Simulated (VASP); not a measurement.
These are r2SCAN meta-GGA, VASP's PBE PAW potentials (set 64) (plane waves; VASP) values and carry that method's errors.

VASP ran on this input.

**INCAR**
```
LMIXTAU = .TRUE.
NELM = 100   ! most electronic steps
EDIFF = 1E-6
SYSTEM = Nb
LREAL = .FALSE.
ALGO = Normal   ! blocked Davidson
NSW = 60
LCHARG = .FALSE.
LWAVE = .FALSE.
SIGMA = 0.1   ! width (eV)
ISIF = 3
IBRION = 2   ! conjugate gradients
ISMEAR = 1   ! Methfessel-Paxton
METAGGA = R2SCAN
PREC = Accurate
LASPH = .TRUE.   ! aspherical one-centre terms
EDIFFG = -0.01   ! ionic stop
LMAXMIX = 4   ! l cut-off of mixed one-centre charges
ENCUT = 400
```

### KPOINTS
```
K-points
0
G
14 14 14
```

POSCAR:
```
Nb
1
   -1.6500000000     1.6500000000     1.6500000000
    1.6500000000    -1.6500000000     1.6500000000
    1.6500000000     1.6500000000    -1.6500000000
Nb
1
Direct
  0.0000000000   0.0000000000   0.0000000000
```

POTCAR, in this order: Nb_sv (PBE.64 set). Program: vasp_std.

Output

### OSZICAR
```
       N       E                     dE             d eps       ncg     rms          rms(c)
DAV:   1     0.769030253694E+02    0.76903E+02   -0.67446E+03  2104   0.110E+03
DAV:   2    -0.270857102913E+02   -0.10399E+03   -0.10159E+03  2304   0.393E+02
DAV:   3    -0.313755540946E+02   -0.42898E+01   -0.41126E+01  3172   0.663E+01
DAV:   4    -0.315811108359E+02   -0.20556E+00   -0.20420E+00  2890   0.128E+01
DAV:   5    -0.315872651357E+02   -0.61543E-02   -0.61467E-02  3188   0.175E+00    0.108E+01
DAV:   6    -0.240398452896E+02    0.75474E+01   -0.45068E+00  3032   0.297E+01    0.123E+00
DAV:   7    -0.250650961454E+02   -0.10253E+01   -0.33770E-01  2570   0.636E+00    0.121E+00
DAV:   8    -0.244813272908E+02    0.58377E+00   -0.57372E-01  3134   0.949E+00    0.130E+00
DAV:   9    -0.248319775451E+02   -0.35065E+00   -0.34728E-01  2258   0.585E+00    0.599E-01
DAV:  10    -0.248393105193E+02   -0.73330E-02   -0.11870E-02  2832   0.116E+00    0.146E-01
DAV:  11    -0.248381469740E+02    0.11635E-02   -0.62405E-03  2132   0.120E+00    0.108E-01
DAV:  12    -0.248407013316E+02   -0.25544E-02   -0.28191E-03  2142   0.741E-01    0.842E-02
DAV:  13    -0.248409023887E+02   -0.20106E-03   -0.28795E-04  3076   0.210E-01    0.321E-02
DAV:  14    -0.248409121717E+02   -0.97829E-05   -0.60245E-05  2760   0.901E-02    0.283E-02
DAV:  15    -0.248408219878E+02    0.90184E-04   -0.42014E-05  2596   0.864E-02    0.181E-02
DAV:  16    -0.248408662319E+02   -0.44244E-04   -0.16026E-05  3316   0.474E-02    0.443E-03
DAV:  17    -0.248408618385E+02    0.43934E-05   -0.65347E-07  1162   0.138E-02    0.149E-03
DAV:  18    -0.248408710595E+02   -0.92210E-05   -0.12043E-07  1124   0.566E-03    0.747E-04
DAV:  19    -0.248408702190E+02    0.84056E-06   -0.50815E-08  1110   0.306E-03
   1 F= -.24840870E+02 E0= -.24840582E+02  d E =-.248409E+02
       N       E                     dE             d eps       ncg     rms          rms(c)
DAV:   1    -0.248431106865E+02   -0.22396E-02   -0.79840E-02  2406   0.447E+00    0.390E-01
DAV:   2    -0.248408615408E+02    0.22491E-02   -0.57171E-03  2886   0.109E+00    0.120E-01
DAV:   3    -0.248407057849E+02    0.15576E-03   -0.20429E-03  2950   0.537E-01    0.613E-02
DAV:   4    -0.248406947098E+02    0.11075E-04   -0.17227E-04  2236   0.167E-01    0.328E-02
DAV:   5    -0.248407594924E+02   -0.64783E-04   -0.24428E-04  2800   0.174E-01    0.182E-02
DAV:   6    -0.248407831750E+02   -0.23683E-04   -0.92256E-05  2160   0.131E-01    0.611E-03
DAV:   7    -0.248408317280E+02   -0.48553E-04   -0.17059E-05  2778   0.492E-02    0.344E-03
DAV:   8    -0.248408326609E+02   -0.93294E-06   -0.81848E-07  1206   0.135E-02
   2 F= -.24840833E+02 E0= -.24840515E+02  d E =0.375581E-04
       N       E                     dE             d eps       ncg     rms          rms(c)
DAV:   1    -0.248417697340E+02   -0.93801E-03   -0.30548E-02  2394   0.277E+00    0.243E-01
DAV:   2    -0.248409069630E+02    0.86277E-03   -0.21665E-03  2882   0.670E-01    0.738E-02
DAV:   3    -0.248407935921E+02    0.11337E-03   -0.77743E-04  2950   0.332E-01    0.384E-02
DAV:   4    -0.248408537528E+02   -0.60161E-04   -0.66668E-05  2260   0.103E-01    0.205E-02
DAV:   5    -0.248408209769E+02    0.32776E-04   -0.92567E-05  2764   0.107E-01    0.112E-02
DAV:   6    -0.248409091700E+02   -0.88193E-04   -0.36469E-05  2172   0.822E-02    0.354E-03
DAV:   7    -0.248408973121E+02    0.11858E-04   -0.69425E-06  2512   0.322E-02    0.192E-03
DAV:   8    -0.248408978859E+02   -0.57378E-06   -0.31667E-07  1114   0.846E-03
   3 F= -.24840898E+02 E0= -.24840598E+02  d E =-.276669E-04
```

### OUTCAR
```
------------------------ aborting loop because EDIFF is reached ----------------------------------------
  FORCE on cell =-STRESS in cart. coord.  units (eV):
  Direction    XX          YY          ZZ          XY          YZ          ZX
  --------------------------------------------------------------------------------------
  Total        0.0012957      0.0012957      0.0012957     -0.0000000     -0.0000000      0.0000000
  in kB        0.1153475      0.1153475      0.1153475     -0.0000000     -0.0000000      0.0000000
  external PRESSURE =       0.1153475 kB  Pullay stress =       0.0000000 kB
  volume of cell :       18.00
      direct lattice vectors                 reciprocal lattice vectors
    -1.650898609  1.650898609  1.650898609     0.000000000  0.302865359  0.302865359
     1.650898609 -1.650898609  1.650898609     0.302865359  0.000000000  0.302865359
     1.650898609  1.650898609 -1.650898609     0.302865359  0.302865359  0.000000000
 POSITION                                       TOTAL-FORCE (eV/Angst)
 -----------------------------------------------------------------------------------
      0.00000      0.00000     -0.00000         0.000000      0.000000      0.000000
 -----------------------------------------------------------------------------------
    total drift:                                0.000000     -0.000000      0.000000
  FREE ENERGIE OF THE ION-ELECTRON SYSTEM (eV)
  ---------------------------------------------------
  free  energy   TOTEN  =       -24.8408978859 eV

  energy  without entropy=      -24.8399974257  energy(sigma->0) =      -24.84059773

 reached required accuracy - stopping structural energy minimisation
```
(Selected blocks of OUTCAR.)

File CONTCAR:
```
Nb
   1.00000000000000
    -1.6508986091486306    1.6508986091486306    1.6508986091486306
     1.6508986091486306   -1.6508986091486306    1.6508986091486306
     1.6508986091486306    1.6508986091486306   -1.6508986091486306
  Nb
     1
Direct
     0.0000000000000000    0.0000000000000000    0.0000000000000000
```

The compound is Nb in the bcc structure. This run relaxes it. Symmetry was kept, so distortions that lower it aren't found.
